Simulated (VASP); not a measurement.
ZnS, 2 atoms in the cell. The structure is cubic, space group F-43m (No. 216). Conventional cell: a = 5.514 Å, b = 5.514 Å, c = 5.514 Å, α = 90.00°, β = 90.00°, γ = 90.00°. Zn (site symmetry -43m) has 4 S at 2.39 Å as nearest neighbours. S (site symmetry -43m) has 4 Zn at 2.39 Å as nearest neighbours. The cell is a database's computed one.

```yaml
Program: VASP 6.6.1
Task: Born charges and dielectric tensor
Functional: LDA
Potentials_or_basis: VASP PAW LDA potentials, release 64 (Zn, S)
Cutoff: 600 eV
k_mesh: 10 × 10 × 10
Occupations: gaussian, width 0.02 eV
Spin: no spin polarisation
Further_INCAR_settings: ALGO = Normal; EDIFF = 1e-08; IBRION = 8; NSW = 1
```

Potentials or basis: VASP PAW LDA potentials, release 64 (Zn, S).

The run is started by

```console
$ cat potpaw_LDA.64/Zn/POTCAR potpaw_LDA.64/S/POTCAR > POTCAR
$ mpirun -np 1 vasp_std > vasp.out
```

Hardware: 1 thread of Intel(R) Xeon(R) Platinum 8259CL CPU @ 2.50GHz (Skylake/Cascade Lake), with other jobs on the host.

Task: How long does it take, and how much memory?

Result: It took 10 min on 1 thread of Intel(R) Xeon(R) Platinum 8259CL CPU @ 2.50GHz (Skylake/Cascade Lake) (shared host), peak memory 0.4 GiB. Counts: scf iterations 156, k points 47.
